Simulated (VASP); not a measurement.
These are r2SCAN meta-GGA, VASP's PBE PAW potentials (set 64) (plane waves; VASP) values and carry that method's errors.

VASP ran on this input.

File POSCAR:
```
TiB2
1
    1.5130117337    -2.6206132217     0.0000000000
    1.5130117337     2.6206132217     0.0000000000
    0.0000000000    -0.0000000000     3.2295490429
Ti B
1 2
Direct
  1.0000000000   0.0000000000   0.0000000000
  0.3333330000   0.6666670000   0.5000000000
  0.6666670000   0.3333330000   0.5000000000
```

### INCAR
```
# general
SYSTEM =TiB2
PREC   =Accurate
ENCUT  =600
LREAL  =.False.
LASPH  =.True.

# electronic loop
EDIFF  =1E-7
NELM   =100
ALGO   =Normal
LMAXMIX=4
LMIXTAU=.True.

# smearing
ISMEAR =1
SIGMA  =0.1

# functional
METAGGA=R2SCAN

# ions
IBRION =2
NSW    =40
ISIF   =3
EDIFFG =-0.01
PSTRESS=300

# output
LWAVE  =.False.
LCHARG =.False.
```

### KPOINTS
```
Automatic mesh
0
Gamma
10 10 10
0 0 0
```

POTCAR, in this order: Ti_sv B (PBE.64 set). Program: vasp_std.

The run wrote:

**OSZICAR**
```
...
DAV:   7    -0.307904347830E+02   -0.16955E-01   -0.78110E-02  2708   0.389E+00    0.431E-01
DAV:   8    -0.307897766198E+02    0.65816E-03   -0.46202E-03  2459   0.768E-01    0.406E-01
DAV:   9    -0.307884999489E+02    0.12767E-02   -0.24836E-03  2664   0.722E-01    0.180E-01
DAV:  10    -0.307849563022E+02    0.35436E-02   -0.40485E-03  2419   0.876E-01    0.324E-02
DAV:  11    -0.307849871911E+02   -0.30889E-04   -0.24539E-04  2537   0.191E-01    0.182E-02
DAV:  12    -0.307849700617E+02    0.17129E-04   -0.16478E-05  2724   0.465E-02    0.222E-02
DAV:  13    -0.307849626311E+02    0.74306E-05   -0.29081E-05  2814   0.689E-02    0.220E-02
DAV:  14    -0.307849597589E+02    0.28722E-05   -0.95675E-06  2659   0.349E-02    0.842E-03
DAV:  15    -0.307849604913E+02   -0.73240E-06   -0.94286E-07  2384   0.129E-02    0.124E-03
DAV:  16    -0.307849581556E+02    0.23357E-05   -0.17354E-07  1744   0.635E-03    0.270E-03
DAV:  17    -0.307849585372E+02   -0.38159E-06   -0.73739E-08  1155   0.383E-03    0.812E-04
DAV:  18    -0.307849583589E+02    0.17829E-06   -0.32386E-08  1107   0.213E-03    0.259E-04
DAV:  19    -0.307849583016E+02    0.57277E-07   -0.80576E-09  1097   0.105E-03
   3 F= -.26407622E+02 E0= -.26407249E+02  d E =-.231609E+00
       N       E                     dE             d eps       ncg     rms          rms(c)
DAV:   1    -0.307727781267E+02    0.12180E-01   -0.42626E-02  2339   0.346E+00    0.429E-01
DAV:   2    -0.307709835890E+02    0.17945E-02   -0.87959E-03  2822   0.149E+00    0.736E-02
DAV:   3    -0.307709104056E+02    0.73183E-04   -0.43999E-04  2725   0.242E-01    0.277E-02
DAV:   4    -0.307709305083E+02   -0.20103E-04   -0.18221E-04  2701   0.114E-01    0.154E-02
DAV:   5    -0.307709535465E+02   -0.23038E-04   -0.66886E-05  2618   0.840E-02    0.149E-02
DAV:   6    -0.307709686232E+02   -0.15077E-04   -0.12128E-05  3485   0.329E-02    0.767E-03
DAV:   7    -0.307709777261E+02   -0.91029E-05   -0.14459E-05  2877   0.448E-02    0.625E-03
DAV:   8    -0.307709772762E+02    0.44991E-06   -0.92223E-07  2469   0.109E-02    0.601E-03
DAV:   9    -0.307709783780E+02   -0.11018E-05   -0.61342E-07  2319   0.104E-02    0.415E-03
DAV:  10    -0.307709792783E+02   -0.90026E-06   -0.18526E-06  2374   0.189E-02    0.108E-03
DAV:  11    -0.307709793372E+02   -0.58884E-07   -0.14523E-07  2049   0.395E-03
   4 F= -.26407998E+02 E0= -.26407625E+02  d E =-.231985E+00
       N       E                     dE             d eps       ncg     rms          rms(c)
DAV:   1    -0.307631743950E+02    0.78049E-02   -0.14567E-02  2339   0.203E+00    0.252E-01
DAV:   2    -0.307625549955E+02    0.61940E-03   -0.30212E-03  2822   0.873E-01    0.433E-02
DAV:   3    -0.307625296467E+02    0.25349E-04   -0.15164E-04  2717   0.142E-01    0.163E-02
DAV:   4    -0.307625401353E+02   -0.10489E-04   -0.62994E-05  2698   0.669E-02    0.896E-03
DAV:   5    -0.307625468157E+02   -0.66804E-05   -0.23165E-05  2605   0.496E-02    0.874E-03
DAV:   6    -0.307625535551E+02   -0.67394E-05   -0.41752E-06  3473   0.193E-02    0.457E-03
DAV:   7    -0.307625567825E+02   -0.32274E-05   -0.50723E-06  2892   0.265E-02    0.369E-03
DAV:   8    -0.307625566205E+02    0.16191E-06   -0.32434E-07  2384   0.644E-03    0.355E-03
DAV:   9    -0.307625573927E+02   -0.77219E-06   -0.21203E-07  1864   0.620E-03    0.249E-03
DAV:  10    -0.307625581388E+02   -0.74603E-06   -0.65732E-07  2334   0.113E-02    0.664E-04
DAV:  11    -0.307625581864E+02   -0.47606E-07   -0.42694E-08  1123   0.229E-03
   5 F= -.26407949E+02 E0= -.26407576E+02  d E =-.231937E+00
       N       E                     dE             d eps       ncg     rms          rms(c)
DAV:   1    -0.307648788818E+02   -0.23207E-02   -0.47076E-01  2354   0.115E+01    0.694E-01
DAV:   2    -0.307605328779E+02    0.43460E-02   -0.22950E-02  2194   0.155E+00    0.398E-01
DAV:   3    -0.307591088410E+02    0.14240E-02   -0.43920E-03  2787   0.106E+00    0.590E-02
DAV:   4    -0.307587337203E+02    0.37512E-03   -0.78845E-04  2204   0.408E-01    0.315E-02
DAV:   5    -0.307588183652E+02   -0.84645E-04   -0.11088E-04  2349   0.144E-01    0.153E-02
DAV:   6    -0.307587613684E+02    0.56997E-04   -0.10988E-04  2184   0.161E-01    0.377E-03
DAV:   7    -0.307587495921E+02    0.11776E-04   -0.20428E-05  2314   0.685E-02    0.112E-03
DAV:   8    -0.307587472765E+02    0.23156E-05   -0.43004E-07  2561   0.956E-03    0.666E-04
DAV:   9    -0.307587497818E+02   -0.25053E-05   -0.13368E-07  1672   0.595E-03    0.279E-04
DAV:  10    -0.307587480805E+02    0.17013E-05   -0.62347E-08  1272   0.383E-03    0.920E-05
DAV:  11    -0.307587483505E+02   -0.27004E-06   -0.90481E-09  1102   0.126E-03    0.979E-05
DAV:  12    -0.307587483299E+02    0.20597E-07   -0.16996E-09  1092   0.552E-04
   6 F= -.26411814E+02 E0= -.26411569E+02  d E =-.386503E-02
       N       E                     dE             d eps       ncg     rms          rms(c)
DAV:   1    -0.307592806575E+02   -0.53231E-03   -0.18172E-03  2364   0.713E-01    0.435E-02
DAV:   2    -0.307592626541E+02    0.18003E-04   -0.88738E-05  2194   0.976E-02    0.246E-02
DAV:   3    -0.307592579130E+02    0.47410E-05   -0.17307E-05  2802   0.666E-02    0.370E-03
DAV:   4    -0.307592578518E+02    0.61178E-07   -0.29305E-06  2204   0.251E-02    0.211E-03
DAV:   5    -0.307592569313E+02    0.92053E-06   -0.38065E-07  2374   0.844E-03    0.981E-04
DAV:   6    -0.307592578652E+02   -0.93387E-06   -0.48296E-07  2184   0.107E-02    0.232E-04
DAV:   7    -0.307592571598E+02    0.70537E-06   -0.79554E-08  1527   0.437E-03    0.678E-05
DAV:   8    -0.307592572574E+02   -0.97608E-07   -0.49306E-09  1092   0.105E-03
   7 F= -.26411833E+02 E0= -.26411578E+02  d E =-.388404E-02
       N       E                     dE             d eps       ncg     rms          rms(c)
DAV:   1    -0.307791323928E+02   -0.19875E-01   -0.62300E-02  2354   0.421E+00    0.522E-01
DAV:   2    -0.307765395639E+02    0.25928E-02   -0.13300E-02  2851   0.184E+00    0.904E-02
DAV:   3    -0.307764355365E+02    0.10403E-03   -0.72993E-04  2737   0.302E-01    0.324E-02
DAV:   4    -0.307764252048E+02    0.10332E-04   -0.24846E-04  2803   0.133E-01    0.176E-02
DAV:   5    -0.307764756521E+02   -0.50447E-04   -0.10015E-04  2628   0.983E-02    0.182E-02
DAV:   6    -0.307764794986E+02   -0.38465E-05   -0.19803E-05  3496   0.443E-02    0.926E-03
DAV:   7    -0.307764910622E+02   -0.11564E-04   -0.20031E-05  2724   0.568E-02    0.744E-03
DAV:   8    -0.307764900141E+02    0.10481E-05   -0.14974E-06  2414   0.151E-02    0.697E-03
DAV:   9    -0.307764870776E+02    0.29365E-05   -0.92023E-07  2444   0.129E-02    0.475E-03
DAV:  10    -0.307764836989E+02    0.33787E-05   -0.23116E-06  2394   0.213E-02    0.108E-03
DAV:  11    -0.307764836890E+02    0.98955E-08   -0.18536E-07  2170   0.439E-03
   8 F= -.26411774E+02 E0= -.26411521E+02  d E =0.597827E-04
       N       E                     dE             d eps       ncg     rms          rms(c)
DAV:   1    -0.307675526137E+02    0.89311E-02   -0.20483E-02  2344   0.241E+00    0.297E-01
DAV:   2    -0.307666893682E+02    0.86325E-03   -0.42611E-03  2870   0.104E+00    0.515E-02
DAV:   3    -0.307666565541E+02    0.32814E-04   -0.23252E-04  2693   0.169E-01    0.185E-02
DAV:   4    -0.307666713467E+02   -0.14793E-04   -0.81568E-05  2856   0.759E-02    0.102E-02
DAV:   5    -0.307666804305E+02   -0.90838E-05   -0.32506E-05  2616   0.565E-02    0.104E-02
DAV:   6    -0.307666902527E+02   -0.98222E-05   -0.63226E-06  3493   0.250E-02    0.515E-03
DAV:   7    -0.307666934973E+02   -0.32446E-05   -0.64186E-06  2775   0.317E-02    0.420E-03
DAV:   8    -0.307666933107E+02    0.18658E-06   -0.46367E-07  2384   0.837E-03    0.391E-03
DAV:   9    -0.307666942836E+02   -0.97283E-06   -0.30863E-07  2099   0.753E-03    0.266E-03
DAV:  10    -0.307666950681E+02   -0.78450E-06   -0.67506E-07  2324   0.116E-02    0.582E-04
DAV:  11    -0.307666950800E+02   -0.11973E-07   -0.47903E-08  1158   0.237E-03
   9 F= -.26411912E+02 E0= -.26411658E+02  d E =-.787348E-04
```

File OUTCAR:
```
------------------------ aborting loop because EDIFF is reached ----------------------------------------
  FORCE on cell =-STRESS in cart. coord.  units (eV):
  Direction    XX          YY          ZZ          XY          YZ          ZX
  --------------------------------------------------------------------------------------
  Total        4.3564231      4.3564232      4.3566956      0.0000000     -0.0000000      0.0000000
  in kB      300.1129946    300.1130018    300.1317696      0.0000000     -0.0000000      0.0000000
  external PRESSURE =       0.1192553 kB  Pullay stress =     300.0000000 kB
  volume of cell :       23.26
      direct lattice vectors                 reciprocal lattice vectors
     1.471465834 -2.548653617 -0.000000000     0.339797220 -0.196182014 -0.000000000
     1.471465834  2.548653617  0.000000000     0.339797220  0.196182014 -0.000000000
     0.000000000  0.000000000  3.100736357    -0.000000000 -0.000000000  0.322504039
 POSITION                                       TOTAL-FORCE (eV/Angst)
 -----------------------------------------------------------------------------------
      0.00000     -0.00000      0.00000         0.000000      0.000000      0.000000
      1.47147      0.84955      1.55037        -0.000000     -0.000000      0.000000
      1.47147     -0.84955      1.55037         0.000000      0.000000      0.000000
 -----------------------------------------------------------------------------------
    total drift:                               -0.000000      0.000000      0.000000
  FREE ENERGIE OF THE ION-ELECTRON SYSTEM (eV)
  ---------------------------------------------------
  free  energy   TOTEN  =       -30.7666950800 eV

  energy  without entropy=      -30.7659320984  energy(sigma->0) =      -30.76644075
  enthalpy is  TOTEN    =       -26.4119121922 eV   P V=        4.3547828878

 reached required accuracy - stopping structural energy minimisation
```
(Selected blocks of OUTCAR.)

File CONTCAR:
```
TiB2
   1.00000000000000
     1.4714658344966236   -2.5486536174899794   -0.0000000000000000
     1.4714658344966236    2.5486536174899794    0.0000000000000000
     0.0000000000000000    0.0000000000000000    3.1007363570767756
  Ti              B
     1     2
Direct
     0.0000000000000000    0.0000000000000000    0.0000000000000000
     0.3333330000000032    0.6666669999999968    0.5000000000000000
     0.6666669999999968    0.3333330000000032    0.5000000000000000
```

OUTCAR:
```
 val. band max:       11.1474525280   @ k =   0.1000   0.0000   0.3000

 cond. band min:      11.1563597114   @ k =   0.1000   0.0000   0.4000


 Fermi energy:        11.1552932969

 k-point     1 :       0.0000    0.0000    0.0000
  band No.  band energies     occupation
      1     -47.8637      2.00000
      2     -23.1901      2.00000
      3     -22.8139      2.00000
      4     -22.8139      2.00000
      5      -3.7696      2.00000
      6       8.1673      2.00000
      7       8.1673      2.00000
      8       8.7672      2.00000
      9       8.8376      2.00000
     10      13.5531      0.00000
     11      13.5531      0.00000
     12      15.6997      0.00000
     13      15.6998      0.00000

 k-point     2 :       0.1000    0.0000    0.0000
  band No.  band energies     occupation
      1     -47.8557      2.00000
      2     -23.1801      2.00000
      3     -22.8719      2.00000
      4     -22.8267      2.00000
      5      -3.5513      2.00000
      6       7.5660      2.00000
      7       8.1382      2.00000
      8       8.5728      2.00000
      9       8.9404      2.00000
     10      13.4837      0.00000
     11      13.9364      0.00000
     12      14.8176      0.00000
     13      14.9693      0.00000

 k-point     3 :       0.2000    0.0000    0.0000
  band No.  band energies     occupation
      1     -47.8347      2.00000
      2     -23.1539      2.00000
      3     -23.0218      2.00000
      4     -22.8600      2.00000
      5      -2.9183      2.00000
      6       6.1218      2.00000
      7       8.0218      2.00000
      8       8.1776      2.00000
      9       9.1160      2.00000
     10      13.3070      0.00000
     11      13.8943      0.00000
     12      14.3312      0.00000
     13      14.7702      0.00000

 k-point     4 :       0.3000    0.0000    0.0000
  band No.  band energies     occupation
      1     -47.8085      2.00000
      2     -23.2029      2.00000
      3     -23.1214      2.00000
...
```

Energy and stress use the plane-wave basis of the starting cell.

The compound is TiB2 in the AlB2 type structure. This run relaxes it under an external pressure of 30 GPa. Symmetry was kept, so distortions that lower it aren't found.
